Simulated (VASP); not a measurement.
Cost and result of VASP (PAW) for the band gap of KZnF3 (cubic perovskite). Gaps are without spin-orbit coupling. Each level names its cell: its own relaxed one, PBE's, or the starting one. A gap is the smallest over the k-mesh and a band path; hybrids may have named points in place of the path, and GW has the mesh alone. The cost counts the self-consistent run with its band path or extra points (for GW, with the PBE run and the diagonalisation ahead of it), each on the mesh and cut-off of its row, so the ratios hold those differences too. With PBE it took about 70 core-seconds. Times come from single runs on busy shared machines, so they are rough: good to a factor of about 2.

| level | k-mesh | cut-off (eV) | band gap (eV) | cost over PBE |
|---|---|---|---|---|
| LDA (own cell) | 6×6×6 | 520 | … | … |
| PBE (own cell) | 6×6×6 | 520 | 3.65 | reference |
| r2SCAN (starting cell) | 6×6×6 | 520 | … | … |

Q: What belongs in the gaps?

A: 
- LDA (own cell), band gap (eV): 3.74
- LDA (own cell), cost over PBE: within a factor of 2
- r2SCAN (starting cell), band gap (eV): 4.58
- r2SCAN (starting cell), cost over PBE: about 3 times

Left out are levels that failed, ran on another kind of processor or have no fit band path; at most nine are shown.

The compound is KZnF3 in the cubic perovskite structure.
